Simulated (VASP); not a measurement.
These are HSE06 screened hybrid, VASP's PBE PAW potentials (set 64) (plane waves; VASP 6.6.1) values and carry that method's errors.

The input files of a VASP run:

**POSCAR**
```
In31P32
1
   11.9995217336     0.0000000000     0.0000000000
    0.0000000000    11.9995217336     0.0000000000
    0.0000000000     0.0000000000    11.9995217336
In P
31 32
Direct
  0.4999409818   0.0004857130   0.0003486384
  0.7489738405   0.2509898666   0.9992600424
  0.7490064077   0.9993917482   0.2511318893
  0.0001658808   0.0004298043   0.0004885960
  0.2511611698   0.2510220095   0.0006056743
  0.5000621629   0.5002303574   0.0003525626
  0.7490195763   0.7490203069   0.0005704473
  0.2510875267   0.0004523101   0.2511380049
  0.5050198200   0.2555531459   0.2556744425
  0.7446868983   0.4948789590   0.2555290600
  0.4999380076   0.0001528815   0.5001581569
  0.7445475452   0.2557675315   0.4951558684
  0.7490197446   0.0005545811   0.7491735700
  0.0000341164   0.4998286502   0.0005093790
  0.2510307230   0.7490875510   0.9992726492
  0.0006302736   0.2510556566   0.2510945123
  0.2553411976   0.5048211987   0.2552848722
  0.4954653735   0.7450236616   0.2549538230
  0.9999311689   0.0006630174   0.4998847353
  0.2554581212   0.2554372797   0.5049992647
  0.7448084030   0.7446926614   0.5050567950
  0.2511280005   0.9993657582   0.7489000052
  0.4953149280   0.2552923911   0.7448955605
  0.7449281007   0.5048035572   0.7448768502
  0.9994871585   0.7491206396   0.2510977237
  0.0001554357   0.5001445704   0.5000221488
  0.2552320205   0.7449379350   0.4950936288
  0.9992471261   0.2511121895   0.7491324100
  0.2551485794   0.4947992454   0.7448781154
  0.5048510790   0.7448808223   0.7453034769
  0.0007002015   0.7489388565   0.7489184895
  0.6249616379   0.1259233478   0.1258976457
  0.8742474088   0.3750761452   0.1257545752
  0.8740967527   0.1259877960   0.3752309788
  0.1255655279   0.1254594283   0.1255912793
  0.3754322269   0.3753041546   0.1266342644
  0.6248798970   0.6246384228   0.1266772967
  0.8748020222   0.8748647653   0.1255189963
  0.3753004783   0.1266149221   0.3753493330
  0.6144214390   0.3859679606   0.3858595782
  0.8734626116   0.6247062684   0.3753561921
  0.6247789206   0.1267103285   0.6247183229
  0.8734883763   0.3754705200   0.6246806338
  0.8746279026   0.1252965549   0.8748905022
  0.1257961652   0.6249154519   0.1256743508
  0.3751824887   0.8744094867   0.1256307985
  0.1266310545   0.3753877729   0.3753813027
  0.3850216260   0.6154230408   0.3847737904
  0.6246651690   0.8734525667   0.3754778411
  0.1256968592   0.1258989201   0.6250561391
  0.3853087801   0.3853137573   0.6150133203
  0.6148876415   0.6150646998   0.6153709711
  0.8744148402   0.8745274234   0.6248773238
  0.3751468498   0.1257777140   0.8743264997
  0.6246633699   0.3755763022   0.8735382387
  0.8744713171   0.6246846248   0.8745285460
  0.1256147570   0.8745756002   0.3754567040
  0.1268039594   0.6246209491   0.6246262622
  0.3754293858   0.8733213900   0.6247526754
  0.1255127150   0.3751317137   0.8746294317
  0.3752825157   0.6245181861   0.8735540381
  0.6246471716   0.8747822852   0.8748964781
  0.1251155633   0.8749116436   0.8749382969
```

File KPOINTS:
```
Automatic mesh
0
Gamma
1 1 1
0 0 0
```

**INCAR**
```
SYSTEM=In31P32
PREC=Normal; ENCUT=400; LREAL=Auto
LASPH=.True.; ISYM=0; NELECT=254.0
EDIFF=1E-5; NELM=50; NELMIN=4
ALGO=Normal; LMAXMIX=4
ISMEAR=0; SIGMA=0.05
GGA=PE; LHFCALC=.True.; AEXX=0.25
HFSCREEN=0.2; PRECFOCK=Fast
ISIF=0
LWAVE=.False.; LCHARG=.False.
```

POTCAR, in this order: In P (PBE.64 set). Program: vasp_gam. Read from the step before: WAVECAR.

The resulting files:

### OUTCAR
```
 ion  position               nearest neighbor table
   1  0.500  0.000  0.000-  62 2.60  32 2.60  54 2.61  46 2.61
   2  0.749  0.251  0.999-  55 2.60  44 2.60  32 2.60  33 2.60
   3  0.749  0.999  0.251-  49 2.60  34 2.60  32 2.60  38 2.60
   4  0.000  0.000  0.000-  35 2.60  38 2.60  44 2.60  63 2.61
   5  0.251  0.251  0.001-  36 2.60  54 2.60  60 2.60  35 2.61
   6  0.500  0.500  0.000-  37 2.60  36 2.60  61 2.60  55 2.61
   7  0.749  0.749  0.001-  37 2.60  62 2.60  56 2.60  38 2.61
   8  0.251  0.000  0.251-  39 2.60  46 2.60  57 2.60  35 2.61
   9  0.505  0.256  0.256-  40 2.57  39 2.62  36 2.62  32 2.63
  10  0.745  0.495  0.256-  40 2.57  37 2.62  41 2.62  33 2.63
  11  0.500  0.000  0.500-  39 2.60  59 2.60  42 2.60  49 2.61
  12  0.745  0.256  0.495-  40 2.57  43 2.62  42 2.62  34 2.63
  13  0.749  0.001  0.749-  42 2.60  53 2.60  62 2.60  44 2.61
  14  0.000  0.500  0.001-  33 2.60  45 2.61  60 2.61  56 2.61
  15  0.251  0.749  0.999-  61 2.59  45 2.60  46 2.60  63 2.61
  16  0.001  0.251  0.251-  47 2.60  34 2.60  33 2.60  35 2.61
  17  0.255  0.505  0.255-  48 2.57  47 2.62  36 2.62  45 2.63
  18  0.495  0.745  0.255-  48 2.57  37 2.62  49 2.62  46 2.63
  19  1.000  0.001  0.500-  34 2.60  50 2.61  57 2.61  53 2.61
  20  0.255  0.255  0.505-  51 2.57  39 2.62  47 2.62  50 2.63
  21  0.745  0.745  0.505-  52 2.57  41 2.62  49 2.62  53 2.63
  22  0.251  0.999  0.749-  59 2.59  50 2.60  54 2.60  63 2.61
  23  0.495  0.255  0.745-  51 2.57  42 2.62  55 2.62  54 2.63
  24  0.745  0.505  0.745-  52 2.57  43 2.62  55 2.62  56 2.63
...
```

**OSZICAR**
```
       N       E                     dE             d eps       ncg     rms          rms(c)
DAV:   1    -0.304143015382E+03   -0.30414E+03   -0.14651E+01   318   0.710E+00    0.123E+01
DAV:   2    -0.304292097781E+03   -0.14908E+00   -0.71504E-01   373   0.135E+00    0.837E+00
DAV:   3    -0.304257988365E+03    0.34109E-01   -0.31005E-02   372   0.321E-01    0.491E+00
DAV:   4    -0.304241534691E+03    0.16454E-01   -0.14507E-02   372   0.185E-01    0.272E+00
DAV:   5    -0.304236912160E+03    0.46225E-02   -0.87170E-03   372   0.106E-01    0.147E+00
DAV:   6    -0.304235741836E+03    0.11703E-02   -0.84278E-03   388   0.127E-01    0.829E-01
DAV:   7    -0.304237420851E+03   -0.16790E-02   -0.78216E-03   372   0.149E-01    0.469E-01
DAV:   8    -0.304244937175E+03   -0.75163E-02   -0.66479E-03   372   0.112E-01    0.389E-01
DAV:   9    -0.304254953634E+03   -0.10016E-01   -0.51820E-03   388   0.131E-01    0.389E-01
DAV:  10    -0.304258971794E+03   -0.40182E-02   -0.69219E-03   373   0.151E-01    0.304E-01
DAV:  11    -0.304258042945E+03    0.92885E-03   -0.49427E-03   373   0.116E-01    0.198E-01
DAV:  12    -0.304257116053E+03    0.92689E-03   -0.21536E-03   388   0.869E-02    0.139E-01
DAV:  13    -0.304256878196E+03    0.23786E-03   -0.20950E-03   380   0.705E-02    0.873E-02
DAV:  14    -0.304257001675E+03   -0.12348E-03   -0.11111E-03   364   0.376E-02    0.746E-02
DAV:  15    -0.304256887995E+03    0.11368E-03   -0.60111E-04   381   0.449E-02    0.527E-02
DAV:  16    -0.304256917866E+03   -0.29871E-04   -0.10313E-03   364   0.408E-02    0.432E-02
DAV:  17    -0.304256973791E+03   -0.55925E-04   -0.50952E-04   389   0.268E-02    0.458E-02
DAV:  18    -0.304256890872E+03    0.82919E-04   -0.46402E-04   396   0.370E-02    0.281E-02
DAV:  19    -0.304256950013E+03   -0.59141E-04   -0.63857E-04   372   0.265E-02    0.353E-02
DAV:  20    -0.304256946920E+03    0.30932E-05   -0.28708E-04   356   0.246E-02    0.359E-02
DAV:  21    -0.304256903973E+03    0.42947E-04   -0.42079E-04   365   0.313E-02    0.220E-02
DAV:  22    -0.304256958639E+03   -0.54667E-04   -0.40147E-04   356   0.190E-02    0.329E-02
DAV:  23    -0.304256929777E+03    0.28863E-04   -0.19920E-04   356   0.239E-02    0.275E-02
DAV:  24    -0.304256920200E+03    0.95767E-05   -0.35314E-04   349   0.251E-02    0.200E-02
DAV:  25    -0.304256954835E+03   -0.34635E-04   -0.24590E-04   332   0.153E-02    0.294E-02
DAV:  26    -0.304256922136E+03    0.32700E-04   -0.16434E-04   341   0.227E-02    0.201E-02
DAV:  27    -0.304256933819E+03   -0.11684E-04   -0.27594E-04   349   0.191E-02    0.196E-02
DAV:  28    -0.304256946372E+03   -0.12553E-04   -0.14527E-04   300   0.141E-02    0.246E-02
DAV:  29    -0.304256922100E+03    0.24272E-04   -0.15062E-04   349   0.204E-02    0.147E-02
DAV:  30    -0.304256941409E+03   -0.19309E-04   -0.19068E-04   348   0.138E-02    0.194E-02
DAV:  31    -0.304256938390E+03    0.30190E-05   -0.88104E-05   293   0.139E-02
   1 F= -.30425694E+03 E0= -.30425171E+03  d E =-.104603E-01
```

OUTCAR:
```
------------------------ aborting loop because EDIFF is reached ----------------------------------------
  volume of cell :     1727.79
      direct lattice vectors                 reciprocal lattice vectors
    11.999521734  0.000000000  0.000000000     0.083336655  0.000000000  0.000000000
     0.000000000 11.999521734  0.000000000     0.000000000  0.083336655  0.000000000
     0.000000000  0.000000000 11.999521734     0.000000000  0.000000000  0.083336655
  FREE ENERGIE OF THE ION-ELECTRON SYSTEM (eV)
  ---------------------------------------------------
  free  energy   TOTEN  =      -304.2569383903 eV

  energy  without entropy=     -304.2464780970  energy(sigma->0) =     -304.25170824

  exchange ACFDT corr.  =         0.00000000  see jH, gK, PRB 81, 115126
```
(Selected blocks of OUTCAR.)

### OUTCAR
```
 val. band max:        2.8544636209   @ k =   0.0000   0.0000   0.0000

 cond. band min:       2.9936350171   @ k =   0.0000   0.0000   0.0000


 Fermi energy:         2.9277072533

 k-point     1 :       0.0000    0.0000    0.0000
  band No.  band energies     occupation
      1      -9.5250      2.00000
      2      -8.7600      2.00000
      3      -8.7333      2.00000
      4      -8.7316      2.00000
      5      -8.7309      2.00000
      6      -8.7247      2.00000
      7      -8.6381      2.00000
      8      -8.1913      2.00000
      9      -8.1797      2.00000
     10      -8.1763      2.00000
     11      -8.1708      2.00000
     12      -8.1567      2.00000
     13      -8.1551      2.00000
     14      -8.1482      2.00000
     15      -8.1471      2.00000
     16      -8.1259      2.00000
     17      -8.1245      2.00000
     18      -8.1222      2.00000
     19      -8.1179      2.00000
     20      -7.9185      2.00000
     21      -7.9183      2.00000
     22      -7.9112      2.00000
     23      -7.5229      2.00000
     24      -7.5099      2.00000
     25      -7.5073      2.00000
     26      -7.4786      2.00000
     27      -7.4185      2.00000
     28      -7.4057      2.00000
     29      -7.4038      2.00000
     30      -7.1708      2.00000
     31      -7.1689      2.00000
     32      -7.1637      2.00000
     33      -3.2832      2.00000
     34      -3.2553      2.00000
     35      -3.2519      2.00000
     36      -3.1452      2.00000
     37      -3.1445      2.00000
     38      -3.1411      2.00000
     39      -3.1409      2.00000
     40      -3.0616      2.00000
     41      -3.0611      2.00000
     42      -3.0596      2.00000
     43      -3.0572      2.00000
     44      -3.0326      2.00000
     45      -2.7597      2.00000
     46      -2.2895      2.00000
     47      -2.2710      2.00000
     48      -2.2539      2.00000
     49      -2.2530      2.00000
     50      -2.2507      2.00000
     51      -2.2254      2.00000
...
```

The cell is charged, with a uniform compensating background. The supercell is sampled at Γ alone, which is coarse: total energies, pressure and levels can be off, energies of defects by several tenths of an eV. Unless said otherwise, spin-orbit coupling is left out, though it shifts the bands of the heavy elements here.

The cell is a supercell with a defect, built from InP (zinc blende): vac_In, charge -1. The cell's shape comes from a PBE relaxation. The run is not spin-polarised, so no state with unpaired spins was tried.
